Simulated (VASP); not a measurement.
A cell of BN (wurtzite) near equilibrium:

```xyz
4
Lattice="1.2775 -2.2126 0.0000 1.2775 2.2126 0.0000 0.0000 0.0000 4.2255" Properties=species:S:1:pos:R:3 pbc="T T T"
B      1.2775    -0.7375     2.1138
B      1.2775     0.7375     0.0010
N      1.2775    -0.7375     3.6963
N      1.2775     0.7375     1.5836
```

The numbers are results of PBE GGA, VASP's PBE PAW potentials (set 64) (plane waves; VASP 6.6.1), not measurements.

| run | ΔE (meV/atom) | σxx | σyy | σzz | largest shear component, with its sign (GPa) | gap (eV) |
|---|---|---|---|---|---|---|
| as it is | 0.0 | -0.21 | -0.21 | -0.31 | 0.00 | 5.20 |
| after one change | 27.1 | 24.99 | 24.99 | 25.23 | 0.00 | 5.10 |
Stress is in GPa, positive when the cell is compressed; gaps are those on the k-mesh, and 0.00 means metallic.

Q: Name the change that produced these shifts.
A. isotropic strain of -2.0 %
B. biaxial strain of -0.5 % in the xy plane
C. shear strain γ_xz = +1.0 %
D. uniaxial strain of +2.0 % along y

A: A, isotropic strain of -2.0 %

The compound is BN in the wurtzite structure, a metastable high-pressure form.
